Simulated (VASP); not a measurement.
Data:

```yaml
crystal:
  lattice:
    - [-1.65000, 1.65000, 1.65000]
    - [1.65000, -1.65000, 1.65000]
    - [1.65000, 1.65000, -1.65000]
  atoms:
    - { symbol: Ta, position: [0.00000, 0.00000, 0.00000] }
```

Computed with PBE GGA, VASP's PBE PAW potentials (set 64) (plane waves; VASP). Numerical set-up: 400 eV cut-off, 14×14×14 Γ-centred mesh, Gaussian smearing of 0.050 eV, potentials Ta_pv.

Task: Give the stress tensor in GPa (positive for a compressed cell).

Result: 
```
3.66  0.00  0.00
0.00  3.66  0.00
0.00  0.00  3.66
```
The pressure is its mean diagonal, 3.66 GPa.

The compound is Ta in the bcc structure. The cell was not relaxed at this level. The run is one of a series of settings (ISMEAR = 0, SIGMA = 0.05 against the base run), some of them coarse on purpose.
